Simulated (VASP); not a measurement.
Data:

```xyz
6
Lattice="2.9830 0.0000 0.0000 0.0000 2.9830 0.0000 0.0000 0.0000 23.7161" Properties=species:S:1:pos:R:3 pbc="T T T"
V      1.4915     0.0000     8.1293
V      0.0000     1.4915     9.6208
V      1.4915     0.0000    11.1123
V      0.0000     1.4915    12.6038
V      1.4915     0.0000    14.0953
V      0.0000     1.4915    15.5868
```

Computed with r2SCAN meta-GGA, VASP's PBE PAW potentials (set 64) (plane waves; VASP). Settings: PREC = Normal, EDIFF = 1E-5, 400 eV cut-off, 9×9×1 Γ-centred mesh, first-order Methfessel-Paxton smearing of 0.10 eV, potentials V_sv.

The ions are relaxed. Which structure does the run end with?

```xyz
6
Lattice="2.9830 0.0000 0.0000 0.0000 2.9830 0.0000 0.0000 0.0000 23.7161" Properties=species:S:1:pos:R:3 pbc="T T T"
V      1.4915     0.0000     8.2873
V      0.0000     1.4915     9.5944
V      1.4915     0.0000    11.0881
V      0.0000     1.4915    12.6280
V      1.4915     0.0000    14.1217
V      0.0000     1.4915    15.4288
```

How much energy does the relaxation gain?

The energy (σ→0) changes by -36.5 meV/atom, in 10 ionic steps.

The cell is a thin slab with vacuum, built from V (bcc): (100) face. The run is not spin-polarised, so no magnetic state was tried.
